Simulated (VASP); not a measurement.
AgAs:

```
CELL_PARAMETERS angstrom
4.99138 0.00000 0.00000
0.00000 2.96079 0.00000
0.00000 0.00000 5.17270
ATOMIC_POSITIONS crystal
Ag 0.75000 0.00000 0.16477
Ag 0.25000 0.00000 0.83523
As 0.25000 0.50000 0.33436
As 0.75000 0.50000 0.66565
```

The cell comes from a database or a generator and needn't be the stable form of this composition.

| Quantity | Value |
| --- | --- |
| Program | VASP 6.6.1 |
| Task | single point |
| Functional | PBE |
| Potentials or basis | VASP PAW PBE potentials, release 64 (Ag, As) |
| Cutoff | 520 eV |
| k mesh | 6 × 9 × 5 |
| Occupations | fermi-dirac, width 0.05 eV |
| Spin | no spin polarisation |

On this cell: pressure -0.9 GPa; largest force 0.097 eV/Å; band gap on the k mesh none (metal or under the smearing width).

The same run follows on a disturbed copy (atoms moved at random, drawn with an rms of 0.05 Å):

```xyz
4
Lattice="4.9914 0.0000 0.0000 0.0000 2.9608 0.0000 0.0000 0.0000 5.1727" Properties=species:S:1:pos:R:3 pbc="T T T"
Ag    3.7779   -0.0291    0.8249
Ag    1.2802    0.0128    4.3120
As    1.2472    1.4996    1.6902
As    3.7203    1.4945    3.4430
```

Problem. What changes?

Solution. The energy (extrapolated to zero smearing) moves by +1.7 meV/atom; pressure -0.9 GPa; largest force 0.163 eV/Å; band gap on the k mesh none (metal or under the smearing width).

Forces on the atoms (eV/Å):
```
Ag  -0.039  0.011  0.018
Ag  -0.048  0.000 -0.021
As   0.039 -0.009  0.158
As   0.047 -0.003 -0.155
```

Stress tensor (GPa, compression positive):
```
-1.50 -0.01 -0.02
-0.01 -0.33  0.06
-0.02  0.06 -0.83
```
